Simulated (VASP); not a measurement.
# Be2CdS3 (Imm2) in VASP: single point with r2SCAN

Aim: the single point of Be2CdS3 with r2SCAN.

All numbers are computed with VASP 6.6.1; they aren't measurements. Logs are shortened: lines on timing, memory, paths and dates and some standing lists are left out, and cuts for length are marked.

### Step 1. Starting point

The structure is orthorhombic, space group Imm2 (No. 44). The conventional cell has a = 3.618 Å, b = 11.016 Å, c = 5.302 Å, α = 90.00°, β = 90.00°, γ = 90.00°. Be (site symmetry m) has 4 S at 2.11 to 2.16 Å as nearest neighbours. Around Cd (site symmetry mm2) lie 4 S at 2.53 to 2.54 Å. S (site symmetry m) has 3 Be at 2.12 to 2.16 Å as nearest neighbours. S (site symmetry mm2) has 2 Be at 2.11 Å as nearest neighbours.

The cell was built by a generator and needn't be a form met in nature.

### Step 2. Single point, r2SCAN

The input, INCAR:

```
ALGO = Normal
EDIFF = 1E-6
ENCUT = 520
ISIF = 2
ISMEAR = 0
KPAR = 4
LASPH = True
LCHARG = False
LMIXTAU = True
LREAL = False
LWAVE = False
METAGGA = R2SCAN
NELM = 150
PREC = Accurate
SIGMA = 0.03
```

The input, KPOINTS:

```
k-points
0
Gamma
  8 8 8
```

The input, POSCAR:

```
Be2CdS3
1.0
   -1.8087700000      5.5080000000      2.6508400000
    1.8087700000     -5.5080000000      2.6508400000
    1.8087700000      5.5080000000     -2.6508400000
Be Cd S
2 1 3
Direct
    0.6737210000      0.0015500000      0.6721700000
    0.3293800000      0.0015500000      0.3278300000
    0.0093100000      0.0093100000      0.0000000000
    0.0914190000      0.2813990000      0.8100200000
    0.4713800000      0.2813990000      0.1899800000
    0.6749770000      0.1749770000      0.5000000000
```

Potentials or basis: VASP PAW PBE potentials, release 64 (Be, Cd, S).

Command:

```bash
> cat potpaw_PBE.64/Be/POTCAR potpaw_PBE.64/Cd/POTCAR potpaw_PBE.64/S/POTCAR > POTCAR
> mpirun -np 4 vasp_std > vasp.out
```

OUTCAR:

```text
EDIFF = 1E-6
   ENCUT = 520
   ISIF = 2
   ISMEAR = 0
   LASPH = True
   LREAL = False
   METAGGA = R2SCAN
   NELM = 150
   PREC = Accurate

 ion  position               nearest neighbor table
   1  0.674  0.002  0.672-   6 2.11   4 2.12   5 2.16   5 2.16
   2  0.329  0.002  0.328-   6 2.11   5 2.12   4 2.16   4 2.16
   3  0.009  0.009  0.000-   6 2.53   6 2.53   4 2.54   5 2.54
   4  0.091  0.281  0.810-   1 2.12   2 2.16   2 2.16   3 2.54
   5  0.471  0.281  0.190-   2 2.12   1 2.16   1 2.16   3 2.54
   6  0.675  0.175  0.500-   2 2.11   1 2.11   3 2.53   3 2.53

  LATTYP: Found a body centered orthorhombic cell.
 ALAT       =     3.6175400000
 B/A-ratio  =     1.4655484114
 C/A-ratio  =     3.0451632878

  Lattice vectors:

 A1 = (  -1.8087700000,   5.5080000000,  -2.6508400000)
 A2 = (   1.8087700000,   5.5080000000,   2.6508400000)
 A3 = (   1.8087700000,  -5.5080000000,  -2.6508400000)

Analysis of symmetry for initial positions (statically):
=====================================================================
 Subroutine PRICEL returns:
 Original cell was already a primitive cell.

 Routine SETGRP: Setting up the symmetry group for a
 body centered orthorhombic supercell.

 Subroutine GETGRP returns: Found  4 space group operations
 (whereof  4 operations were pure point group operations)
 out of a pool of  8 trial point group operations.

The static configuration has the point symmetry C_2v.

Analysis of symmetry for dynamics (positions and initial velocities):
=====================================================================
 Subroutine PRICEL returns:
 Original cell was already a primitive cell.

 Routine SETGRP: Setting up the symmetry group for a
 body centered orthorhombic supercell.

 Subroutine GETGRP returns: Found  4 space group operations
 (whereof  4 operations were pure point group operations)
 out of a pool of  8 trial point group operations.

The dynamic configuration has the point symmetry C_2v.

 Subroutine INISYM returns: Found  4 space group operations
 (whereof  4 operations are pure point group operations),
 and found     1 'primitive' translations

----------------------------------------------------------------------------------------

                                     Primitive cell

  volume of cell :     105.6381

  direct lattice vectors                    reciprocal lattice vectors
    -1.808770000  5.508000000  2.650840000     0.000000000  0.090777052  0.188619456
     1.808770000 -5.508000000  2.650840000     0.276430945  0.000000000  0.188619456
     1.808770000  5.508000000 -2.650840000     0.276430945  0.090777052  0.000000000

  length of vectors
     6.374689453  6.374689453  6.374689453     0.209326951  0.334651112  0.290954533

  position of ions in fractional coordinates (direct lattice)
     0.673721000  0.001550000  0.672170000
     0.329380000  0.001550000  0.327830000
     0.009310000  0.009310000  0.000000000
     0.091419000  0.281399000  0.810020000
     0.471380000  0.281399000  0.189980000
     0.674977000  0.174977000  0.500000000

  ion indices of the primitive-cell ions
   primitive index   ion index
                 1           1
                 2           2
                 3           3
                 4           4
                 5           5
                 6           6

----------------------------------------------------------------------------------------

 KPOINTS: k-points

Automatic generation of k-mesh.
 Grid dimensions read from file:
 generate k-points for:    8    8    8

 Generating k-lattice:

  Cartesian coordinates                     Fractional coordinates (reciprocal lattice)
     0.000000000  0.011347131  0.023577432     0.125000000  0.000000000 -0.000000000
     0.034553868  0.000000000  0.023577432     0.000000000  0.125000000  0.000000000
     0.034553868  0.011347131  0.000000000    -0.000000000  0.000000000  0.125000000

  Length of vectors
     0.026165869  0.041831389  0.036369317

  Shift w.r.t. Gamma in fractional coordinates (k-lattice)
     0.000000000  0.000000000  0.000000000

 Subroutine IBZKPT returns following result:
 ===========================================

 Found     95 irreducible k-points:

 Following reciprocal coordinates:
            Coordinates               Weight
  0.000000  0.000000  0.000000      1.000000
  0.125000  0.000000  0.000000      4.000000
  0.250000  0.000000  0.000000      4.000000
  0.375000  0.000000  0.000000      4.000000
  0.500000  0.000000  0.000000      2.000000
  0.000000  0.125000  0.000000      4.000000
[... 16 lines left out ...]
  0.125000  0.375000  0.000000      8.000000
  0.250000  0.375000  0.000000      8.000000
 [... further k-points ...]
   k-points           NKPTS =     95   k-points in BZ     NKDIM =     95   number of bands    NBANDS=     21
   number of dos      NEDOS =    301   number of ions     NIONS =      6
   total plane-waves  NPLWV = 110592
   dimension x,y,z NGX =    48 NGY =   48 NGZ =   48
   dimension x,y,z NGXF=    96 NGYF=   96 NGZF=   96
   ions per type =               2   1   3
   NGX,Y,Z   is equivalent  to a cutoff of  12.52, 12.52, 12.52 a.u.
   NGXF,Y,Z  is equivalent  to a cutoff of  25.04, 25.04, 25.04 a.u.
 SYSTEM =  unknown system
   PREC   = accura    normal or accurate (medium, high low for compatibility)
   ISTART =      0    job   : 0-new  1-cont  2-samecut
   ICHARG =      2    charge: 1-file 2-atom 10-const
   ISPIN  =      1    spin polarized calculation?
   LNONCOLLINEAR =      F non collinear calculations
   LSORBIT =      F    spin-orbit coupling
   LASPH  =      T    aspherical Exc in radial PAW
   ENCUT  =  520.0 eV  38.22 Ry    6.18 a.u.  11.85 11.85 11.85*2*pi/ulx,y,z
   NELM   =    150;   NELMIN=  2; NELMDL= -5     # of ELM steps
   EDIFF  = 0.1E-05   stopping-criterion for ELM
   LREAL  =      F    real-space projection
[... 7 lines left out ...]
   TEBEG  =    0.0;   TEEND  =   0.0 temperature during run
   PSTRESS=    0.0 pullay stress
   NELECT =      34.0000    total number of electrons
   NUPDOWN=      -1.0000    fix difference up-down
   EMIN   =  10.00;   EMAX   =-10.00  energy-range for DOS
   EFERMI =   0.00;   METHOD = LEGACY
   ISMEAR =     0;   SIGMA  =   0.03  broadening in eV -4-tet -1-fermi 0-gaus
   EFERMI_NEDOS =   21; number of points for ismear=-14 and -15
   IALGO  =     38    algorithm
   IMIX   =      4    mixing-type and parameters
     AMIX     =   0.40;   BMIX     =  1.00
     AMIX_MAG =   1.60;   BMIX_MAG =  1.00
  volume/ion in A,a.u.               =      17.61       118.81
  Fermi-wavevector in a.u.,A,eV,Ry     =   1.121917  2.120116 17.125634  1.258699
  Thomas-Fermi vector in A             =   2.258574
   LORBIT       =      0    0 simple, 1 ext, 2 COOP (PROOUT), +10 PAW based schemes
   METAGGA = R2SCAN    functional components
   LHFCALC =     F    Hartree Fock is set to
   AEXX    =    0.0000 exact exchange contribution
   IVDW    =     0    specifies the selected vdW correction
   LEPSILON=     F    determine dielectric tensor
   LRPA    =     F    only Hartree local field effects (RPA)
 non-spin polarized calculation
 Gauss-broadening in eV      SIGMA  =   0.03
  energy-cutoff  :      520.00
  volume of cell :      105.64
 maximum number of plane-waves:      2862
   NGX = 23   NGY = 23   NGZ = 23

 number of electron      33.9999998 magnetization

 Free energy of the ion-electron system (eV)
  ---------------------------------------------------
  ext. energy  EPLUGINS =         0.00000000
  ---------------------------------------------------
  free energy    TOTEN  =       -58.96255857 eV

  energy without entropy =      -58.96255857  energy(sigma->0) =      -58.96255857

 E-fermi :   3.1780     XC(G=0): -10.0905

 val. band max:        2.9908628825   @ k =   0.0000   0.0000   0.0000
 cond. band min:       6.0847063269   @ k =   0.5000   0.5000   0.5000
 fundamental gap:      3.0938434445
 Fermi energy:         3.1779657256

 k-point     1 :       0.0000    0.0000    0.0000
  band No.  band energies     occupation
      1     -10.9695      2.00000
      2      -9.4505      2.00000
      3      -9.4166      2.00000
      4      -5.0804      2.00000
      5      -4.9808      2.00000
      6      -4.8116      2.00000
[... 13 lines left out ...]
     20       8.5265      0.00000
     21       9.2300      0.00000

 k-point     2 :       0.1250    0.0000    0.0000
  band No.  band energies     occupation
      1     -10.9157      2.00000
      2      -9.5149      2.00000
      3      -9.4272      2.00000
      4      -5.0817      2.00000
      5      -4.9837      2.00000
      6      -4.8216      2.00000
[... 13 lines left out ...]
     20       8.5226      0.00000
     21       9.2977      0.00000

 k-point     3 :       0.2500    0.0000    0.0000
  band No.  band energies     occupation
      1     -10.7617      2.00000
      2      -9.6691      2.00000
      3      -9.4789      2.00000
      4      -5.0927      2.00000
      5      -4.9906      2.00000
      6      -4.8671      2.00000
[... 13 lines left out ...]
     20       8.5242      0.00000
     21       9.2321      0.00000
[... 457 lines left out ...]
 k-point    23 :       0.1250    0.3750    0.0000
  band No.  band energies     occupation
      1      -9.8917      2.00000
      2      -9.6379      2.00000
      3      -9.3860      2.00000
      4      -4.9486      2.00000
      5      -4.9086      2.00000
      6      -4.8247      2.00000
[... 13 lines left out ...]
     20       8.6960      0.00000
     21       9.4810      0.00000

 k-point    24 :       0.2500    0.3750    0.0000
  band No.  band energies     occupation
      1      -9.8389      2.00000
      2      -9.6893      2.00000
      3      -9.3982      2.00000
      4      -4.9672      2.00000
      5      -4.9199      2.00000
      6      -4.8410      2.00000
[... 13 lines left out ...]
     20       8.8119      0.00000
     21       9.2709      0.00000

 [... further k-points ...]
[... 5 lines left out ...]
  --------------------------------------------------------------------------------------
  -------------------------------------------------------------------------------------
  Total       -0.4991687     -0.5296014     -0.5747652      0.0000000      0.0000000      0.0000000
  in kB       -7.5707186     -8.0322809     -8.7172653      0.0000000      0.0000000      0.0000000
  external PRESSURE =      -8.1067549 kB  Pullay stress =       0.0000000 kB

 VOLUME and BASIS-vectors are now :
 -----------------------------------------------------------------------------
  energy-cutoff  :      520.00
  volume of cell :      105.64
      direct lattice vectors                 reciprocal lattice vectors
    -1.808770000  5.508000000  2.650840000     0.000000000  0.090777052  0.188619456
     1.808770000 -5.508000000  2.650840000     0.276430945  0.000000000  0.188619456
     1.808770000  5.508000000 -2.650840000     0.276430945  0.090777052  0.000000000

 POSITION                                       TOTAL-FORCE (eV/Angst)
 -----------------------------------------------------------------------------------
     -0.00000      7.40463      0.00822         0.000000     -0.005576      0.010598
      0.00000      3.61138      0.00822         0.000000      0.005576      0.010598
      0.00000      0.00000      0.04936         0.000000     -0.000000     -0.013522
      1.80877      3.41518     -1.15895         0.000000      0.062585     -0.057875
     -0.00000      2.09283      1.49189         0.000000     -0.062585     -0.057875
      0.00000      5.50800      0.92767        -0.000000     -0.000000      0.108074
 -----------------------------------------------------------------------------------
    total drift:                                0.000993     -0.002298      0.000136

  FREE ENERGIE OF THE ION-ELECTRON SYSTEM (eV)
  ---------------------------------------------------
  free  energy   TOTEN  =       -58.9625585733 eV

  energy  without entropy=      -58.9625585733  energy(sigma->0) =      -58.96255857
```

Wall time 9.1 min (4 MPI ranks of AMD EPYC 7R13 (Zen 3), shared host); peak memory 0.49 GiB.

Results:

```yaml
Free_energy: -58.9626 eV
Pressure: -0.8 GPa
Largest_force: 0.108 eV/Å
Band_gap_on_the_k_mesh: 3.09 eV, indirect (least direct gap 3.11 eV)
```

Forces in eV/Å, atoms in the order of the input:
```
Be   0.000 -0.006  0.011
Be   0.000  0.006  0.011
Cd   0.000  0.000 -0.014
S    0.000  0.063 -0.058
S    0.000 -0.063 -0.058
S    0.000  0.000  0.108
```

Caveat: the PAW data sets were made with another functional, which shifts forces and pressure a little.
